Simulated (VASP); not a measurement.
Energy against volume of MoSi₂ (MoSi2 type). Method: optB86b-vdW, VASP's PBE PAW potentials (set 64) (plane waves; VASP). Run with 520 eV cut-off, 13×13×13 Γ-centred mesh, first-order Methfessel-Paxton smearing of 0.10 eV, potentials Si Mo_sv.

Shape and ions are relaxed at each volume.

```json
[
 {"V (Å³/atom)": "12.721", "E (eV/atom)": "-6.02617"},
 {"V (Å³/atom)": "13.127", "E (eV/atom)": "-6.05315"},
 {"V (Å³/atom)": "13.533", "E (eV/atom)": "-6.06164"},
 {"V (Å³/atom)": "13.939", "E (eV/atom)": "-6.05444"}
]
```

Question: Fit these four points and predict the energy of the run at 14.345 Å³/atom.

Answer: A cubic in V^(−2/3), the third-order Birch-Murnaghan form, passes through the four points with V0 = 13.54 Å³/atom and B0 = 206 GPa, and gives -6.0339 eV/atom there. The run gave -6.0339 eV/atom, -0.0 meV/atom from the fit; all five points give B0 = 205 GPa.

The compound is MoSi2 in the MoSi2 type structure. It was relaxed first.
